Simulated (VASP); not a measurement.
Crystal: Sn3GeTe4.

```xyz
16
Lattice="-6.2280 6.2280 0.0000 -6.2280 0.0000 6.2280 0.0000 6.2280 6.2280" Properties=species:S:1:pos:R:3 pbc="T T T"
Ge    0.0000    0.0000    0.0000
Ge   -3.1140    3.1140    0.0000
Sn   -3.1140    0.0000    3.1140
Sn    0.0000    3.1140    3.1140
Sn   -6.2280    3.1140    3.1140
Sn   -3.1140    6.2280    3.1140
Sn   -3.1140    3.1140    6.2280
Sn   -6.2280    6.2280    6.2280
Te   -9.3421    9.3421    9.3421
Te   -6.2280    6.2280    9.3421
Te   -6.2280    9.3421    6.2280
Te   -9.3421    6.2280    6.2280
Te   -3.1140    6.2280    6.2280
Te   -6.2280    3.1140    6.2280
Te   -6.2280    6.2280    3.1140
Te   -3.1140    3.1140    3.1140
```

The cell was built by a generator and needn't be a form met in nature.

```yaml
Program: VASP 6.6.1
Task: relaxation of cell and atoms
Functional: PBE
Potentials_or_basis: VASP PAW PBE potentials, release 64 (Ge_d, Sn_d, Te)
Cutoff: 600 eV
k_mesh: 6 × 6 × 6
Occupations: gaussian, width 0.03 eV
Spin: no spin polarisation
```

At the start: pressure 2.0 GPa; volume 30.20 Å³/atom.

Q: How do energy, volume and symmetry change on relaxing?

A: Over 7 steps the energy falls by 18.0 meV/atom and the volume is 31.45 Å³/atom (+4.2 %); space group Cmmm (No. 65, to 0.05 Å).

Step by step:
```tsv
step	energy change (eV)	largest force (eV/Å)	pressure (GPa)	volume (Å³)
1	0.0000	0.5462	2.04	483.15
2	-0.1889	0.3505	-0.53	510.56
3	-0.1905	0.3658	-0.33	508.08
4	-0.2324	0.2778	-0.24	506.55
5	-0.2870	0.0078	0.09	501.97
6	-0.2873	0.0043	-0.05	503.76
7	-0.2874	0.0019	0.03	503.24
```

Final structure:
```cif
data_structure
_symmetry_space_group_name_H-M 'P 1'
_symmetry_Int_Tables_number 1
_cell_length_a 8.9268
_cell_length_b 8.9280
_cell_length_c 8.9280
_cell_angle_alpha 60.016
_cell_angle_beta 60.004
_cell_angle_gamma 60.004
_cell_volume 503.24
loop_
_atom_site_label
_atom_site_type_symbol
_atom_site_fract_x
_atom_site_fract_y
_atom_site_fract_z
_atom_site_occupancy
Ge1 Ge 0.00000 0.00000 0.00000 1
Ge2 Ge 0.50000 0.00000 0.00000 1
Sn1 Sn 0.00000 0.50000 0.00000 1
Sn2 Sn 0.00000 0.00000 0.50000 1
Sn3 Sn 0.50000 0.50000 0.00000 1
Sn4 Sn 0.50000 0.00000 0.50000 1
Sn5 Sn 0.00000 0.50000 0.50000 1
Sn6 Sn 0.50000 0.50000 0.50000 1
Te1 Te 0.74401 0.75599 0.75599 1
Te2 Te 0.24401 0.75599 0.75599 1
Te3 Te 0.75000 0.23801 0.76199 1
Te4 Te 0.75000 0.76199 0.23801 1
Te5 Te 0.25000 0.23801 0.76199 1
Te6 Te 0.25000 0.76199 0.23801 1
Te7 Te 0.75599 0.24401 0.24401 1
Te8 Te 0.25599 0.24401 0.24401 1
```
